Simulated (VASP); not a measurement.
Level of theory: PW91 GGA, VASP's PBE PAW potentials (set 64) (plane waves; VASP 6.6.1).

VASP ran on this input.

### POSCAR
```
AgCl
1
    0.0000000000     2.7966635702     2.7966635702
    2.7966635702     0.0000000000     2.7966635702
    2.7966635702     2.7966635702     0.0000000000
Ag Cl
1 1
Direct
  0.0000000000   0.0000000000   0.0000000000
  0.5000000000   0.5000000000   0.5000000000
```

**INCAR**
```
# general
SYSTEM  = AgCl
PREC    = Accurate
ENCUT   = 520
LREAL   = F
LASPH   = T

# electronic loop
EDIFF   = 1E-7
NELM    = 100
ALGO    = Normal
LMAXMIX = 4

# smearing
ISMEAR  = -5

# functional
GGA     = 91

# ions
ISIF    = 2

# output
LWAVE   = F
LCHARG  = T
LORBIT  = 11
NEDOS   = 601
```

File KPOINTS:
```
Automatic mesh
0
Gamma
9 9 9
0 0 0
```

POTCAR, in this order: Ag Cl (PBE.64 set). Program: vasp_std.

Output of the run:

**OSZICAR**
```
       N       E                     dE             d eps       ncg     rms          rms(c)
DAV:   1     0.102976027556E+03    0.10298E+03   -0.88150E+03   926   0.124E+03
DAV:   2    -0.134231239056E+01   -0.10432E+03   -0.98682E+02  1090   0.256E+02
DAV:   3    -0.563815882998E+01   -0.42958E+01   -0.42815E+01  1045   0.552E+01
DAV:   4    -0.567281446534E+01   -0.34656E-01   -0.34651E-01  1070   0.563E+00
DAV:   5    -0.567331765298E+01   -0.50319E-03   -0.50318E-03  1050   0.683E-01    0.585E+00
DAV:   6    -0.547353697349E+01    0.19978E+00   -0.39272E-01  1017   0.859E+00    0.384E+00
DAV:   7    -0.547065434009E+01    0.28826E-02   -0.10763E-01   930   0.262E+00    0.199E+00
DAV:   8    -0.546981510325E+01    0.83924E-03   -0.59410E-03   970   0.970E-01    0.303E-01
DAV:   9    -0.546982824726E+01   -0.13144E-04   -0.70903E-04  1035   0.413E-01    0.456E-02
DAV:  10    -0.546989269664E+01   -0.64449E-04   -0.12655E-04   955   0.109E-01    0.288E-02
DAV:  11    -0.546989682952E+01   -0.41329E-05   -0.38626E-06  1023   0.201E-02    0.494E-03
DAV:  12    -0.546989683463E+01   -0.51089E-08   -0.29586E-07  1052   0.709E-03
   1 F= -.54698968E+01 E0= -.54698968E+01  d E =0.000000E+00
```

### OUTCAR
```
------------------------ aborting loop because EDIFF is reached ----------------------------------------
  FORCE on cell =-STRESS in cart. coord.  units (eV):
  Direction    XX          YY          ZZ          XY          YZ          ZX
  --------------------------------------------------------------------------------------
  Total       -0.0004077     -0.0004077     -0.0004077     -0.0000000      0.0000000     -0.0000000
  in kB       -0.0149314     -0.0149314     -0.0149314     -0.0000000      0.0000000     -0.0000000
  external PRESSURE =      -0.0149314 kB  Pullay stress =       0.0000000 kB
  volume of cell :       43.75
      direct lattice vectors                 reciprocal lattice vectors
     0.000000000  2.796663570  2.796663570    -0.178784465  0.178784465  0.178784465
     2.796663570  0.000000000  2.796663570     0.178784465 -0.178784465  0.178784465
     2.796663570  2.796663570  0.000000000     0.178784465  0.178784465 -0.178784465
  FREE ENERGIE OF THE ION-ELECTRON SYSTEM (eV)
  ---------------------------------------------------
  free  energy   TOTEN  =        -5.4698968346 eV

  energy  without entropy=       -5.4698968346  energy(sigma->0) =       -5.46989683

 total charge

# of ion       s       p       d       tot
------------------------------------------
    1        0.192   0.131   9.372   9.695
    2        1.605   3.468   0.000   5.073
--------------------------------------------------
tot          1.797   3.599   9.372  14.768
```
(Selected blocks of OUTCAR.)

The compound is AgCl in the rock salt structure. It was relaxed first.
